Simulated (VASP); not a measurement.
VASP input:

### INCAR
```
LWAVE  =  .False.
NELM  =  100
LCHARG  =  .False.
PREC  =  Accurate
ENCUT  =  520   # plane-wave cut-off (eV)
SYSTEM  =  Ru3C
ISMEAR  =  0   # Gaussian
LREAL  =  .False.
LMAXMIX  =  4
ALGO  =  Normal
SIGMA  =  0.05   # width (eV)
EDIFF  =  1E-6   # SCF stop (eV)
LASPH  =  .True.   # aspherical one-centre terms
GGA  =  PE   # PBE
ISIF  =  2
```

**KPOINTS**
```
Automatic mesh
0
Gamma
7 7 7
0 0 0
```

### POSCAR
```
Ru3C
1
    0.0000000000     3.1497990000     3.1497990000
    3.1497990000     0.0000000000     3.1497990000
    3.1497990000     3.1497990000     0.0000000000
C Ru
1 3
Direct
  0.0000000000   0.0000000000   0.0000000000
  0.5000000000   0.5000000000   0.5000000000
  0.2500000000   0.2500000000   0.2500000000
  0.7500000000   0.7500000000   0.7500000000
```

POTCAR, in this order: C Ru_pv (PBE.64 set). Program: vasp_std.

**Question.** Write an equivalent input for Ansatz.

**Answer.** One equivalent input (not run):
Ansatz 0.2 input:
```yaml
crystal:
  lattice:
    - [0.0000000, 3.1497990, 3.1497990]
    - [3.1497990, 0.0000000, 3.1497990]
    - [3.1497990, 3.1497990, 0.0000000]
  atoms:
    - { symbol: C, position: [0.0000000, 0.0000000, 0.0000000] }
    - { symbol: Ru, position: [0.5000000, 0.5000000, 0.5000000] }
    - { symbol: Ru, position: [0.2500000, 0.2500000, 0.2500000] }
    - { symbol: Ru, position: [0.7500000, 0.7500000, 0.7500000] }
kpoints:
  mp_grid: { grid: [7, 7, 7] }
hamiltonian:
  xc: pbe
  pseudopotentials: { kind: paw }
scf:
  occupations: { method: gaussian, width: 0.05 }
  max_iter: 100
output: { forces: true, stress: true, eigenvalues: true }
```
What does not carry over: each code has its own PAW files, so the cut-off isn't converted (ENCUT is set for VASP's; basis.ecutwfc is left out, and Ansatz then takes the one that its files recommend); Ansatz stops its SCF on the density residual and VASP on the energy change (EDIFF).

The structure was generated: Ru3C was put into the D03 type (Fm-3m), which need not be its known phase. The cell was not relaxed at this level. The run is one of a series of settings (KPOINTS 7×7×7 Γ-centred mesh against the base run), some of them coarse on purpose.
